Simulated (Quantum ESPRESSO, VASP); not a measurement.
## NiSb (P6_3/mmc, 4 atoms in the cell) computed with different codes at matched settings

Self-consistent single point.

```yaml
crystal:
  lattice:
    - [1.97836, -3.42662, 0.00000]
    - [1.97836, 3.42662, 0.00000]
    - [0.00000, 0.00000, 5.16488]
  atoms:
    - { symbol: Ni, position: [0.00000, 0.00000, 0.50000] }
    - { symbol: Ni, position: [0.00000, 0.00000, 0.00000] }
    - { symbol: Sb, position: [0.33333, 0.66667, 0.25000] }
    - { symbol: Sb, position: [0.66667, 0.33333, 0.75000] }
```

Shared settings, as Quantum ESPRESSO writes them: occupations = smearing; smearing = gauss; degauss = 0.0147 Ry; K_POINTS = automatic 4 4 3 0 0 0. Potentials and cutoffs stand in the table.

```json
[
 {"code": "VASP", "model": "PBE, VASP's PBE PAW potentials (set 64)", "pressure (GPa)": "0.92", "cutoff": "300 eV"},
 {"code": "Quantum ESPRESSO", "model": "PBE, PSlibrary PAW (PBE) pseudopotentials", "pressure (GPa)": "0.55", "cutoff": "50 Ry"}
]
```

On VASP's run: spin-orbit coupling is off. Spin polarisation is off.

The spread over the programs that give each value: pressure within 0.37 GPa.

On the base mesh (8 8 5 0 0 0) the same programs gave: Quantum ESPRESSO pressure 0.62 GPa; VASP pressure 0.90 GPa.

VASP's run is marked for a possible Pulay error in its stress at this cutoff; no cutoff test was made.

The starting cell has typed, rounded lattice constants, without a prior relaxation at this level. Its lattice was rescaled by a random factor within 2.5 % of one.

Left out of this page: Ansatz, GPAW, Elk, FLEUR and SIESTA (not drawn, or without a comparable value); ABINIT (with a known weakness of the program); CP2K (on another mesh).
